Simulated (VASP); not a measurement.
Level of theory: PBEsol GGA, VASP's PBE PAW potentials (set 64) (plane waves; VASP).

A VASP calculation is set up with these files.

**POSCAR**
```
Ni3Si
3.3888910
  1.0000000000   0.0000000000   0.0000000000
  0.0000000000   1.0000000000   0.0000000000
  0.0000000000   0.0000000000   1.0000000000
Si Ni
1 3
Cart
  0.0000000000   0.0000000000   0.0000000000
  0.0000000000   0.5000000000   0.5000000000
  0.5000000000   0.0000000000   0.5000000000
  0.5000000000   0.5000000000   0.0000000000
```

KPOINTS:
```
Automatic mesh
0
Gamma
7 7 7
0 0 0
```

### INCAR
```
SYSTEM = Ni3Si
PREC = Accurate; ENCUT = 300; LREAL = F
LASPH = T
EDIFF = 1E-6; NELM = 100; ALGO = Normal
LMAXMIX = 4
ISMEAR = 0; SIGMA = 0.1
GGA = PS
ISIF = 2
LWAVE = F; LCHARG = F
```

POTCAR, in this order: Si Ni (PBE.64 set). Program: vasp_std.

Q: What will the output report for the number of irreducible k-points (NKPTS), largest plane-wave count, number of space-group operations, FFT grid (NGX, NGY, NGZ)?

A: 
- number of irreducible k-points (NKPTS): 20
- largest plane-wave count: 474
- number of space-group operations: 48
- FFT grid (NGX, NGY, NGZ): 20 × 20 × 20

The structure is a typed Ni3Si crystal. The cell was not relaxed at this level, and its volume differs by -5.9 % from the start's. The run is not spin-polarised, so no magnetic state was tried.
